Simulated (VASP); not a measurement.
Input for VASP

File POSCAR:
```
HfB2
1
    1.5901685834    -2.7542530111     0.0000000000
    1.5901685834     2.7542530111     0.0000000000
    0.0000000000     0.0000000000     3.5262273664
Hf B
1 2
Direct
  0.0000000000   0.0000000000   0.0000000000
  0.3333330000   0.6666670000   0.5000000000
  0.6666670000   0.3333330000   0.5000000000
```

INCAR:
```
SYSTEM = HfB2
PREC = Accurate
ENCUT = 520
EDIFF = 1E-7
NELM = 100
ALGO = Normal
LREAL = .FALSE.
LASPH = .TRUE.
ISMEAR = 1
SIGMA = 0.1
GGA = PE
IVDW = 12
LMAXMIX = 6
LWAVE = .FALSE.
LCHARG = .FALSE.
ISIF = 4
IBRION = 2
NSW = 30
EDIFFG = -0.01
```

KPOINTS:
```
Automatic mesh
0
Gamma
11 11 9
0 0 0
```

POTCAR, in this order: Hf_pv B (PBE.64 set). Program: vasp_std.

Question: Write an equivalent input for Quantum ESPRESSO's pw.x.

Answer: One equivalent input (not run):
```
&CONTROL
  calculation = 'vc-relax'
  pseudo_dir = './pseudo'
  outdir = './out'
  tprnfor = .true.
  tstress = .true.
  nstep = 30
  forc_conv_thr = 0.00039
/
&SYSTEM
  ibrav = 0
  nat = 3
  ntyp = 2
  ecutwfc = 76
  occupations = 'smearing'
  smearing = 'methfessel-paxton'
  degauss = 0.00735
  input_dft = 'pbe'
  vdw_corr = 'grimme-d3'
  dftd3_version = 4
  dftd3_threebody = .false.
/
&ELECTRONS
  conv_thr = 7.3e-09
  electron_maxstep = 100
/
&IONS
/
&CELL
  cell_dofree = 'shape'
/
ATOMIC_SPECIES
  Hf 178.490 Hf.upf
  B 10.810 B.upf
CELL_PARAMETERS angstrom
     1.5901686   -2.7542530    0.0000000
     1.5901686    2.7542530    0.0000000
     0.0000000    0.0000000    3.5262274
ATOMIC_POSITIONS crystal
  Hf   0.0000000  0.0000000  0.0000000
  B    0.3333330  0.6666670  0.5000000
  B    0.6666670  0.3333330  0.5000000
K_POINTS automatic
  11 11 9 0 0 0
```
What does not carry over: the potentials are each code's own (VASP's PAW set, PseudoDojo norm-conserving files in pw.x), so ENCUT and ecutwfc are chosen apart and not converted; conv_thr bounds pw.x's estimated SCF error, while EDIFF bounds the energy change between steps; forc_conv_thr acts on force components and is met together with etot_conv_thr.

The compound is HfB2 in the AlB2 type structure. This cell is one point of a volume scan, at 1.06 of the reference volume. Symmetry was kept, so distortions that lower it aren't found.
